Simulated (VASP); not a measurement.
Method: revPBE GGA, VASP's PBE PAW potentials (set 64) (plane waves; VASP 6.6.1).

Input for VASP

INCAR:
```
ALGO = Normal
EDIFF = 1E-7
ENCUT = 520
GGA = RE
ISIF = 2
ISMEAR = 1
LASPH = .TRUE.
LCHARG = .FALSE.
LMAXMIX = 4
LREAL = .FALSE.
LWAVE = .FALSE.
NELM = 100
PREC = Accurate
SIGMA = 0.1
SYSTEM = V
```

File POSCAR:
```
V
1.5067820
 -0.9999999896   0.9999999896   0.9999999896
  0.9999999896  -0.9999999896   0.9999999896
  0.9999999896   0.9999999896  -0.9999999896
V
1
Cartesian
  0.0000000000   0.0000000000   0.0000000000
```

File KPOINTS:
```
Automatic
0
gamma
 17 17 17
```

POTCAR, in this order: V_sv (PBE.64 set). Program: vasp_std.

Question: Estimate the energy per atom (σ→0), band gap (on the k-mesh).

Answer: 
| Quantity | Result |
|---|---|
| energy per atom (σ→0) | -8.609 eV/atom |
| band gap (on the k-mesh) | none (metal, semimetal or under 0.01 eV) |

**OSZICAR**
```
...
DAV:   7    -0.861611870241E+01    0.15704E-01   -0.19613E-02  3326   0.215E+00    0.877E-01
DAV:   8    -0.860883129777E+01    0.72874E-02   -0.63721E-03  3318   0.136E+00    0.578E-02
DAV:   9    -0.860887799278E+01   -0.46695E-04   -0.61656E-05  3342   0.134E-01    0.336E-02
DAV:  10    -0.860888353325E+01   -0.55405E-05   -0.11061E-05  3320   0.424E-02    0.226E-03
DAV:  11    -0.860888448743E+01   -0.95418E-06   -0.19614E-07  2968   0.708E-03    0.681E-04
DAV:  12    -0.860888493585E+01   -0.44842E-06   -0.33168E-08  1652   0.305E-03    0.501E-04
DAV:  13    -0.860888495457E+01   -0.18721E-07   -0.53871E-09  1650   0.113E-03
   1 F= -.86088850E+01 E0= -.86086070E+01  d E =-.833764E-03
```

The compound is V in the bcc structure. It was relaxed first. The run is not spin-polarised, so no magnetic state was tried.
